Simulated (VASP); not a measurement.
OSZICAR of a VASP run on Al$_{3}$GaN$_{4}$ (space group P-43m):

### OSZICAR
```
       N       E                     dE             d eps       ncg     rms          rms(c)
DAV:   1     0.353185029215E+03    0.35319E+03   -0.19989E+04  1100   0.201E+03
DAV:   2    -0.216221893706E+02   -0.37481E+03   -0.36251E+03  1264   0.487E+02
DAV:   3    -0.667234891252E+02   -0.45101E+02   -0.44636E+02  1228   0.145E+02
DAV:   4    -0.685580999307E+02   -0.18346E+01   -0.18262E+01  1364   0.312E+01
DAV:   5    -0.686040614990E+02   -0.45962E-01   -0.45890E-01  1316   0.468E+00    0.161E+01
DAV:   6    -0.599894981361E+02    0.86146E+01   -0.35887E+01  1586   0.618E+01    0.561E+00
DAV:   7    -0.600309900847E+02   -0.41492E-01   -0.22362E+00  1226   0.115E+01    0.386E+00
DAV:   8    -0.599672213871E+02    0.63769E-01   -0.32857E-01  1348   0.657E+00    0.789E-01
DAV:   9    -0.599510172389E+02    0.16204E-01   -0.72456E-02  1632   0.427E+00    0.420E-01
DAV:  10    -0.599509321493E+02    0.85090E-04   -0.83625E-03  1298   0.666E-01    0.173E-01
DAV:  11    -0.599510573699E+02   -0.12522E-03   -0.70447E-04  1662   0.322E-01    0.237E-02
DAV:  12    -0.599510584742E+02   -0.11043E-05   -0.14910E-04  1268   0.964E-02    0.151E-02
DAV:  13    -0.599510592852E+02   -0.81098E-06   -0.12161E-05  1610   0.332E-02    0.112E-02
DAV:  14    -0.599510586975E+02    0.58767E-06   -0.21723E-06  1532   0.129E-02    0.421E-03
DAV:  15    -0.599510585132E+02    0.18434E-06   -0.54713E-07  1224   0.540E-03    0.997E-04
DAV:  16    -0.599510585054E+02    0.77521E-08   -0.68600E-08   698   0.180E-03
   1 F= -.59951059E+02 E0= -.59951059E+02  d E =0.000000E+00
```

**Question.** Which electronic solver shows in the log?

**Answer.** It is blocked Davidson (ALGO = Normal, or the opening steps of other solvers). The INCAR had ALGO = Normal.

**Question.** Can the final energy be trusted as converged?

**Answer.** The run converged. It stopped with EDIFF = 1E-7, NELM = 100 (PBEsol GGA, plane waves, VASP's PBE PAW potentials (set 64)).

The structure comes from a computed database's Al3GaN4 entry (P-43m); how it stands against other phases isn't given here. It was relaxed first.
